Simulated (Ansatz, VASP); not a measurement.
**Cross-check of Mg (Magnesium) between VASP and Ansatz**

Aim: how closely do two programs agree when they are given the same cell, functional and k mesh? The cell is taken from a series of runs on this material, whose earlier steps may have relaxed, scaled, displaced or heated it; both programs get it as it stands.

Main program and level: Ansatz 0.2.0; plane waves, with VASP 6.6.1 beside it; zone-centre phonons at PBEsol.

### Step 1. The starting structure

It takes space group P6_3/mmc (No. 194, hexagonal). The conventional cell has a = 3.125 Å, b = 3.125 Å, c = 5.000 Å, α = 90.00°, β = 90.00°, γ = 120.00°. Mg has 12 Mg at 3.08 to 3.12 Å nearest.

Coordinates:

```cif
data_structure
_symmetry_space_group_name_H-M 'P 1'
_symmetry_Int_Tables_number 1
_cell_length_a 3.1247
_cell_length_b 3.1247
_cell_length_c 5.0001
_cell_angle_alpha 90.000
_cell_angle_beta 90.000
_cell_angle_gamma 120.000
_cell_volume 42.28
loop_
_atom_site_label
_atom_site_type_symbol
_atom_site_fract_x
_atom_site_fract_y
_atom_site_fract_z
_atom_site_occupancy
Mg1 Mg 0.33333 0.66667 0.25000 1
Mg2 Mg 0.66667 0.33333 0.75000 1
```

### Step 2. VASP: zone-centre phonons, PBEsol, pair 1

Second derivatives magnify differences that forces hide, and they need a tight electronic threshold.

Lines of VASP's logs that name or quote its potential files are left out, and so is its time.

Input file INCAR:

```
SYSTEM = Mg
PREC = Accurate
ENCUT = 600
EDIFF = 1E-08
NELM = 120
ISMEAR = 1
SIGMA = 0.2
LREAL = .FALSE.
ALGO = Normal
GGA = PS
NBANDS = 8
LORBIT = 11
LWAVE = .FALSE.
LCHARG = .FALSE.
ISIF = 2
IBRION = 8
LASPH = .TRUE.
GGA_COMPAT = .FALSE.
KPAR = 2
```

Input file POSCAR:

```
Mg
1.0
    3.1246980973      0.0000000000      0.0000000000
   -1.5623490486      2.7060679314      0.0000000000
    0.0000000000      0.0000000000      5.0001268059
Mg
2
Direct
    0.3333333333      0.6666666667      0.2500000000
    0.6666666667      0.3333333333      0.7500000000
```

Input file KPOINTS:

```
Automatic mesh
0
Gamma
15 15 8
0 0 0
```

PAW data sets: Mg (PBE family, release 64).

On the command line:

```bash
$ mpirun -np 2 vasp_std
```

Numbers of over 12 decimals in the logs are rounded to 6 here.

Log:

```text
[banner, memory and clock lines left out]
running    2 mpi-ranks, on    1 nodes
 distrk:  each k-point on    1 cores,    2 groups
 distr:  one band on    1 cores,    1 groups

 POSCAR found type information on POSCAR Mg
 POSCAR found :  1 types and       2 ions
|                                                                             |
|               ----> ADVICE to this user running VASP <----                  |
|                                                                             |
|     You enforced a specific xc type in the INCAR file but a different       |
|     [... a line on the potential file left out ...]
|     I HOPE YOU KNOW WHAT YOU ARE DOING!                                     |
|                                                                             |

 LDA part: xc-table for (Slater+PW92), standard interpolation
 POSCAR, INCAR and KPOINTS ok, starting setup
 FFT: planning ... GRIDC
 FFT: planning ... GRID_SOFT
 FFT: planning ... GRID
 WAVECAR not read
 entering main loop
       N       E                     dE             d eps       ncg     rms          rms(c)
DAV:   1    -0.735013651372E+00   -0.73501E+00   -0.14335E+03  2160   0.397E+02
DAV:   2    -0.343339403895E+01   -0.26984E+01   -0.26118E+01  2944   0.237E+01
DAV:   3    -0.344811793639E+01   -0.14724E-01   -0.14712E-01  2800   0.224E+00
DAV:   4    -0.344816560651E+01   -0.47670E-04   -0.47670E-04  3232   0.107E-01
DAV:   5    -0.344816571635E+01   -0.10984E-06   -0.10964E-06  2832   0.362E-03    0.957E-01
DAV:   6    -0.343717713308E+01    0.10989E-01   -0.41659E-04  2672   0.159E-01    0.609E-01
DAV:   7    -0.342762403641E+01    0.95531E-02   -0.17517E-03  2344   0.287E-01    0.300E-02
DAV:   8    -0.342762482748E+01   -0.79107E-06   -0.15229E-05  3408   0.271E-02    0.624E-03
DAV:   9    -0.342762461368E+01    0.21381E-06   -0.91844E-07  2488   0.480E-03    0.584E-04
DAV:  10    -0.342762452851E+01    0.85169E-07   -0.44664E-09  3160   0.392E-04    0.114E-04
DAV:  11    -0.342762453585E+01   -0.73373E-08   -0.14190E-10  1576   0.102E-04
   1 F= -.34276245E+01 E0= -.34272249E+01  d E =-.119903E-02
 Linear response reoptimize wavefunctions to high precision
DAV:   1    -0.342762453377E+01    0.20795E-08   -0.41279E-12  2048   0.122E-05
DAV:   2    -0.342762453377E+01   -0.56843E-13   -0.29808E-13  1360   0.275E-06
 Linear response DOF=           2
 Linear response progress:
  Degree of freedom:   1/  2
       N       E                     dE             d eps       ncg     rms          rms(c)
RMM:   1    -0.134986140270E-02   -0.13499E-02   -0.10356E-03 16772   0.188E-01
RMM:   2    -0.135593022165E-02   -0.60688E-05   -0.92070E-06 13998   0.170E-02    0.217E-02
RMM:   3    -0.134700906117E-02    0.89212E-05   -0.43120E-07 14487   0.638E-03    0.138E-02
RMM:   4    -0.135669123288E-02   -0.96822E-05   -0.10300E-06 14021   0.101E-02    0.723E-04
RMM:   5    -0.135723046361E-02   -0.53923E-06   -0.97803E-09 14788   0.476E-04    0.105E-04
RMM:   6    -0.135725745746E-02   -0.26994E-07   -0.22856E-10 14741   0.844E-05    0.170E-05
RMM:   7    -0.135730578854E-02   -0.48331E-07    0.11352E-10 15467   0.180E-05    0.977E-07
RMM:   8    -0.135730750736E-02   -0.17188E-08   -0.18576E-10 14707   0.261E-06    0.384E-07
 first order change of Fermi-energy   0.25835E-06
 force on displaced ion       1 direction 1 :  -0.890   0.000   0.000
 Linear response progress:
  Degree of freedom:   2/  2
       N       E                     dE             d eps       ncg     rms          rms(c)
RMM:   1    -0.126692275407E-01   -0.12669E-01   -0.66305E-02  6964   0.307E-01
RMM:   2    -0.417868045154E-02    0.84905E-02   -0.10115E-03  4744   0.428E-02    0.318E-02
RMM:   3    -0.405988790000E-02    0.11879E-03    0.39801E-05  4768   0.146E-02    0.141E-02
RMM:   4    -0.409977117737E-02   -0.39883E-04    0.64010E-06  4821   0.770E-03    0.533E-03
RMM:   5    -0.410327376416E-02   -0.35026E-05    0.15842E-06  4822   0.398E-03    0.270E-04
RMM:   6    -0.410373023575E-02   -0.45647E-06    0.15862E-06  4950   0.229E-04    0.153E-04
RMM:   7    -0.410411146288E-02   -0.38123E-06    0.13699E-07  5031   0.102E-04    0.516E-06
RMM:   8    -0.410413724447E-02   -0.25782E-07    0.15983E-07  5164   0.111E-05    0.191E-06
RMM:   9    -0.410414528308E-02   -0.80386E-08   -0.29523E-08  4808   0.267E-06    0.623E-07
 first order change of Fermi-energy  -0.25259E-05
 force on displaced ion       1 direction 3 :  -0.000  -0.000  -3.627
 Linear response finished
```

Parts of OUTCAR (step 2):

```text
ion  position               nearest neighbor table
   1  0.333  0.667  0.250-   2 3.08   2 3.08   2 3.08   2 3.08   2 3.08   2 3.08
   2  0.667  0.333  0.750-   1 3.08   1 3.08   1 3.08   1 3.08   1 3.08   1 3.08

  LATTYP: Found a hexagonal cell.
 ALAT       =     3.1246980973
 C/A-ratio  =     1.6001951709

 Subroutine GETGRP returns: Found 24 space group operations
 (whereof 12 operations were pure point group operations)

The static configuration has the point symmetry D_3d.
 The point group associated with its full space group is D_6h.

 Found    135 irreducible k-points:

   k-points           NKPTS =    135   k-points in BZ     NKDIM =    135   number of bands    NBANDS=      8

   dimension x,y,z NGX =    28 NGY =   28 NGZ =   40
   dimension x,y,z NGXF=    56 NGYF=   56 NGZF=   80

   ENCUT  =  600.0 eV  44.10 Ry    6.64 a.u.   6.24  6.24  9.99*2*pi/ulx,y,z

   NELECT =       4.0000    total number of electrons

 k-points in reciprocal lattice and weights: Automatic mesh
   0.00000000  0.00000000  0.00000000       0.001
   0.06666667  0.00000000  0.00000000       0.003
   0.13333333  0.00000000  0.00000000       0.003
   0.20000000  0.00000000  0.00000000       0.003
   0.26666667  0.00000000  0.00000000       0.003
   0.33333333  0.00000000  0.00000000       0.003
   0.40000000 -0.00000000  0.00000000       0.003
   0.46666667  0.00000000  0.00000000       0.003
   0.06666667  0.06666667  0.00000000       0.003
[...]
0.33333333  0.26666667  0.50000000       0.007
   0.33333333  0.33333333  0.50000000       0.001

 average (electrostatic) potential at core
       1 -38.3591       2 -38.3591

  Total        0.6875361      0.6875361      0.6907684      0.0000000     -0.0000000      0.0000000
  in kB       26.0542341     26.0542341     26.1767218      0.0000000     -0.0000000      0.0000000
  external PRESSURE =      26.0950633 kB  Pullay stress =       0.0000000 kB

  energy-cutoff  :      600.00
  volume of cell :       42.28
      direct lattice vectors                 reciprocal lattice vectors
     3.124698097  0.000000000  0.000000000     0.320030918  0.184769937  0.000000000
    -1.562349049  2.706067931  0.000000000     0.000000000  0.369539873  0.000000000
     0.000000000  0.000000000  5.000126806     0.000000000  0.000000000  0.199994928

 POSITION                                       TOTAL-FORCE (eV/Angst)
 -----------------------------------------------------------------------------------
     -0.00000      1.80405      1.25003         0.000000      0.000000      0.000000
      1.56235      0.90202      3.75010        -0.000000     -0.000000      0.000000
 -----------------------------------------------------------------------------------
    total drift:                                0.000000     -0.000000      0.000000

 Eigenvectors and eigenvalues of the dynamical matrix
 ----------------------------------------------------

   1 f  =    8.541081 THz    53.665195 2PiTHz  284.899800 cm-1    35.323057 meV
             X         Y         Z           dx          dy          dz
     -0.000000  1.804045  1.250032     0.000000    0.000000    0.707107
      1.562349  0.902023  3.750095     0.000000    0.000000   -0.707107

   2 f  =    4.229958 THz    26.577612 2PiTHz  141.096223 cm-1    17.493694 meV
             X         Y         Z           dx          dy          dz
     -0.000000  1.804045  1.250032    -0.581011   -0.403022    0.000000
      1.562349  0.902023  3.750095     0.581011    0.403022    0.000000

   3 f  =    4.229958 THz    26.577612 2PiTHz  141.096223 cm-1    17.493694 meV
             X         Y         Z           dx          dy          dz
     -0.000000  1.804045  1.250032     0.403022   -0.581011    0.000000
      1.562349  0.902023  3.750095    -0.403022    0.581011    0.000000

   4 f  =    0.000000 THz     0.000000 2PiTHz    0.000001 cm-1     0.000000 meV
             X         Y         Z           dx          dy          dz
     -0.000000  1.804045  1.250032    -0.506157    0.493766   -0.000000
      1.562349  0.902023  3.750095    -0.506157    0.493766    0.000000

   5 f  =    0.000000 THz     0.000000 2PiTHz    0.000000 cm-1     0.000000 meV
             X         Y         Z           dx          dy          dz
     -0.000000  1.804045  1.250032     0.000000    0.000000    0.707107
      1.562349  0.902023  3.750095     0.000000    0.000000    0.707107

   6 f/i=    0.000000 THz     0.000000 2PiTHz    0.000001 cm-1     0.000000 meV
             X         Y         Z           dx          dy          dz
     -0.000000  1.804045  1.250032    -0.493766   -0.506157    0.000000
      1.562349  0.902023  3.750095    -0.493766   -0.506157    0.000000

 ELASTIC MODULI CONTR FROM IONIC RELAXATION (kBar)
 Direction    XX          YY          ZZ          XY          YZ          ZX
 --------------------------------------------------------------------------------
 XX         -51.1584     51.1584     -0.0000     -0.0000      0.0000      0.0000
 YY          51.1584    -51.1584      0.0000     -0.0000      0.0000      0.0000
 ZZ          -0.0000      0.0000     -0.0000     -0.0000      0.0000      0.0000
 XY          -0.0000     -0.0000     -0.0000    -51.1584      0.0000      0.0000
 YZ           0.0000      0.0000      0.0000      0.0000      0.0000      0.0000
 ZX           0.0000      0.0000      0.0000      0.0000      0.0000      0.0000
 --------------------------------------------------------------------------------
```

### Step 3. Ansatz: zone-centre phonons, PBEsol, pair 1

Ansatz runs on its PAW soft_1 files.

The same cell, functional, mesh and smearing now go to Ansatz, which takes its cutoff from its data sets.

Input file input.yaml:

```yaml
crystal:
  lattice:
    - [3.1246980973, 0.0, 0.0]
    - [-1.5623490486, 2.7060679314, 0.0]
    - [0.0, 0.0, 5.0001268059]
  atoms:
    - { symbol: Mg, position: [0.3333333333, 0.6666666667, 0.25] }
    - { symbol: Mg, position: [0.6666666667, 0.3333333333, 0.75] }
kpoints:
  mp_grid: { grid: [15, 15, 8] }
hamiltonian:
  xc: pbesol
  pseudopotentials: { kind: paw, azcp: { folder: soft_1 }, xc_functional: pbe }
scf:
  occupations: { method: methfessel_paxton, width: 0.2 }
output:
  eigenvalues: true
phonons:
  method: dfpt
```

On the command line:

```bash
$ ansatz run input.yaml --threads 4 --pin off --max-ram 10240MiB --backend cpu --events-out ev --progress --plain --runs-dir out
```

Log:

```text
zone centre: on kpoints.mp_grid the ground state, and the responses unless they are solved on pairs of k-points, stand on 320 of the mesh's 1800 k-points, reduced under 4 symmetry operations, with k and −k counted as one. Each operation leaves every solved displacement unchanged or reverses it
Engine: ansatz 0.2.0, aarch64-unknown-linux-gnu
Pseudopotentials: kind: paw
Pseudopotential: Mg, paw, valence charge 10, recommended cutoff 420 eV (normal), soft_1/Mg.paw.azcp
Functional definition: PBEsol
  exchange = pbesol_x
  correlation = pbesol_c
Crystal: 2 atoms, lattice volume = 42.279 Å³
Basis set: ecut = 420 eV, 833 PW (Γ), exchange–correlation on 48×48×72 points (8 copies of the dense FFT grid, shifted against one another)
Bands: 14, of which v1, the nominal top of the filled ones, is band 10 counted from 1 (9 counted from 0)
Symmetry: 24 space group operations
k-points: 320 of 1800 (irreducible under 4 space group operations, time reversal used)
Non-local potential: Mg, projectors of the file, l = 0: 3, l = 1: 2, l = 2: 1
PAW form: soft (Blöchl's): semilocal exchange-correlation on the pseudo side does not see the compensation charge
PAW frozen core: Mg, regenerated for the run's functional, and the local potential with it (the file was generated under x = pbe(κ = 0.804, μ = 0.219515), c = pbe(β = 0.066725))
PAW one-centre angular grid: Mg, 110 points (default); XC on 64 Gauss nodes
Initial density: superposition of atomic densities (chi_scale 0.1, normalization cell)
Initial wavefunctions: pseudopotential atomic-orbital guess
Functional: x = pbesol(κ = 0.804, μ = 0.123457), c = pbesol(β = 0.046)
SCF iter   1: F=—  HF=-3824.116371 eV  |F-HF|=—  |Δ(HF+E_count)|=         —  Δρ=1.45e-2  dr2=1.13e-1  ethr=3.10e-3  ⟨swp⟩=5.0  Hψ=22329  notcnv=0
preconditioner: auto → none  [metal: Δε(μ)=0.001 eV  Ē_g=7.256 eV  σ=0.200 eV  W_gap=0.00  n_scr=8 (ndim 8)  ℏωp=11.4 eV  f_vac=0.000  D(μ)=0.84/eV (n_scr^D=2)  sad-step TF]
SCF iter   2: F=—  HF=-3824.103851 eV  |F-HF|=—  |Δ(HF+E_count)|=   1.25e-2  S|Δr|=    0.00e0  Δρ=1.02e-2  dr2=5.75e-2  ethr=5.63e-4  ⟨swp⟩=1.0  Hψ=7040  notcnv=0
SCF iter   3: F=—  HF=-3824.084061 eV  |F-HF|=—  |Δ(HF+E_count)|=   1.98e-2  S|Δr|=    0.00e0  Δρ=1.74e-3  dr2=8.75e-4  ethr=2.87e-4  ⟨swp⟩=2.4  Hψ=6794  notcnv=0
SCF iter   4: F=—  HF=-3824.084103 eV  |F-HF|=—  |Δ(HF+E_count)|=   4.23e-5  S|Δr|=    0.00e0  Δρ=5.62e-4  dr2=5.03e-5  ethr=4.38e-6  ⟨swp⟩=3.0  Hψ=7655  notcnv=0
SCF iter   5: F=—  HF=-3824.084027 eV  |F-HF|=—  |Δ(HF+E_count)|=   7.63e-5  S|Δr|=    0.00e0  Δρ=9.53e-5  dr2=1.09e-6  ethr=2.52e-7  ⟨swp⟩=2.0  Hψ=7692  notcnv=0
SCF iter   6: F=—  HF=-3824.084025 eV  |F-HF|=—  |Δ(HF+E_count)|=   1.46e-6  S|Δr|=    0.00e0  Δρ=1.63e-6  dr2=3.59e-10  ethr=5.46e-9  ⟨swp⟩=2.0  Hψ=7701  notcnv=0
SCF iter   7: F=-3824.084025 eV  HF=-3824.084025 eV  |F-HF|=3.64e-12  |Δ(HF+E_count)|=  6.58e-10  S|Δr|=    0.00e0  Δρ=1.13e-7  dr2=2.51e-12  ethr=1.00e-12  ⟨swp⟩=7.0  Hψ=24482  notcnv=0
SCF 1 converged in 7 iterations: F = -3824.084025 eV  dr2 = 2.51e-12
  greatest PAW one-centre occupation: 1.000 electrons in one spin orbital (limit 2), on the Mg atom at site 1 (counted from 0), in its partial waves of l = 0
DFPT response loops at Γ: preconditioner auto → Kerker (q_TF=auto, 2.408 Å⁻¹) (partly filled bands, converged f_vac=0.000); β = 1.00, the filter's whole step (`scf.mixing.beta` (0.50) is not read by the response loops under this deck's `scf.mixing.preconditioner`; to damp them name `kerker` or `kerker_dos`, under which they read `scf.mixing.beta`, and type it under 1.00, their step now; both keys bind the ground state too); Broyden in place of MSR1
SCF converged after 7 iterations
Stability not checked: this state was not tested for a lower state beside it, because cold or Methfessel-Paxton smearing, or corrected tetrahedra, fill the levels in a way that the test cannot read (fill_not_monotonic; see scf.lower_state_search)
Free energy (F): -3824.084025 eV
Harris-Foulkes:  -3824.084025 eV  (|F-HF|=3.64e-12)
Internal energy: -3824.082786 eV  (E = F + TS)
E sigma→0 (E₀):  -3824.083715 eV
Entropy (-TS):   -0.001240 eV (-0.620 meV/atom)
Fermi energy:    6.253594 eV
--- Per-component energies (eV) ---
  E_band       = -698.081390
  E_kinetic    = 139.487706
  E_local      = -3362.229958  (includes V_loc(G=0)·N_el)
  E_nonlocal   = 391.816865
  E_hartree    = 1142.368029
  E_xc         = -52.059501
  E_vxc        = -67.482847  (∫ρ·V_xc dr)
  E_paw        = -579.588160  (= ΣΔE_a)
  E_vpaw       = -84.408934  (= ΣTr[D̂ρ^β])
  E_aug_tail   = -0.000279  (compensation charges beyond the density's cutoff)
  E_ewald      = -1503.995212
  E_core_change = 0.117725  (= ΣΔE_core)
  E_smearing   = -0.001240  (= −TS)
  E_closure    = -0.000000  (closes the sum)
  Σ components = -3824.084025   (vs F -3824.084025, Δ=0.00e0)
--- Band table (eV; the first three rows and the last of 320) ---
  k-point 0: bands = [... 6 lower, -36.1910, -36.1910, -1.0292, 4.5262, 5.1604, 17.5046, 17.5046, 17.7570]
  k-point 1: bands = [... 6 lower, -36.1912, -36.1912, -0.9345, 3.4655, 6.3810, 17.5754, 17.5754, 17.8136]
  k-point 2: bands = [... 6 lower, -36.1920, -36.1920, -0.6512, 2.3046, 8.0214, 15.9639, 17.7785, 17.7785]
  k-point 319: bands = [... 6 lower, -36.1999, -36.1999, 3.7308, 3.7308, 8.7850, 8.7850, 10.3778, 10.3778]
--- Phonons (Γ-DFPT): 2 representative perturbations + reference, on 320 of 1800 k-points (Σ response iterations 6) ---
  k mesh reduced under 4 symmetry operations, with k and −k counted as one. Each operation leaves every solved displacement unchanged or reverses it
  ASR residual: 9.992e-5 → 0.000e0 eV/Å²; symmetrization residual: 1.932e-10 eV/Å²
  ASR residual per site (eV/Å²): 9.99e-5 9.99e-5
  Γ frequencies (cm⁻¹): 0.00 0.00 0.00 140.45 140.45 283.63
  non-analytic LO–TO correction: not included (Born effective charges unavailable; polar crystals: no LO–TO splitting at Γ)
```

In the SCF lines HF is the Harris–Foulkes energy and dr2 the Hartree energy of the density residual, in eV; the loop may stop once dr2 is under the threshold and the program's other checks hold. Hψ counts applications of the Hamiltonian.

### Step 4. Differences

Known differences besides the potentials themselves: the data sets hold 20 valence electrons in Ansatz (on its PAW soft_1 files) and 4 in VASP; the cutoff is 420 eV in Ansatz and 600 eV in VASP; Ansatz makes its cores anew for this functional, VASP keeps those of its PBE data sets. Total energies have different zeros and are not compared.

Compared:

```
                  quantity  Ansatz   VASP  difference
optical mode 1 to 2 (cm⁻¹)   140.4  141.1     -0.46 %
     optical mode 3 (cm⁻¹)   283.6  284.9     -0.45 %
```

Modes are paired by rising frequency, not by their patterns, so a pair may set unlike modes beside each other; they are those without the splitting of longitudinal modes.

[end of part 1 of 2]

[Lines on the potential files, build, host, timing and source positions are cut from VASP's logs without a mark.]

[Logs are printed without paths, hosts, clocks, repeated set-up lines and the standing remarks that a program may print on its own settings, such as how far it seeks lower states.]

[Hosts, paths, dates, database ids (printed as entryN), source tags and the programs' standing remarks are cut or masked in the printed files.]
